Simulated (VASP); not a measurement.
Calculation: LDA (Ceperley-Alder, Perdew-Zunger), VASP's LDA PAW potentials (set 64) (plane waves; VASP).

Input for VASP

### KPOINTS
```
Automatic mesh
0
Gamma
6 6 6
0 0 0
```

POSCAR:
```
SrTiO3
1
    3.8596056752     0.0000000000     0.0000000000
    0.0000000000     3.8596056752     0.0000000000
    0.0000000000     0.0000000000     3.8596056752
Sr Ti O
1 1 3
Direct
  0.0000000000   0.0000000000   0.0000000000
  0.5000000000   0.5000000000   0.5000000000
  0.5000000000   0.0000000000   0.5000000000
  0.0000000000   0.5000000000   0.5000000000
  0.5000000000   0.5000000000   0.0000000000
```

**INCAR**
```
SYSTEM = SrTiO3
PREC = Accurate; ENCUT = 620; LREAL = .FALSE.
LASPH = .TRUE.
EDIFF = 1E-6; NELM = 100; ALGO = Normal
LMAXMIX = 4
ISMEAR = 0; SIGMA = 0.05
IBRION = 2; NSW = 40; ISIF = 3
EDIFFG = -0.02; PSTRESS = 50
LWAVE = .FALSE.; LCHARG = .FALSE.
```

POTCAR, in this order: Sr_sv Ti_sv O (LDA.64 set). Program: vasp_std.

Question: What will the output report for the number of irreducible k-points (NKPTS), largest plane-wave count, number of space-group operations, FFT grid (NGX, NGY, NGZ)?

Answer: 
```yaml
number of irreducible k-points (NKPTS): 20
largest_plane_wave_count: 2040
number_of_space_group_operations: 48
FFT grid (NGX, NGY, NGZ): 32 × 32 × 32
```

The compound is SrTiO3 in the cubic perovskite structure, the ideal cubic form; the compound distorts at low or room temperature. This run relaxes it under an external pressure of 5 GPa. Symmetry was kept, so distortions that lower it aren't found.
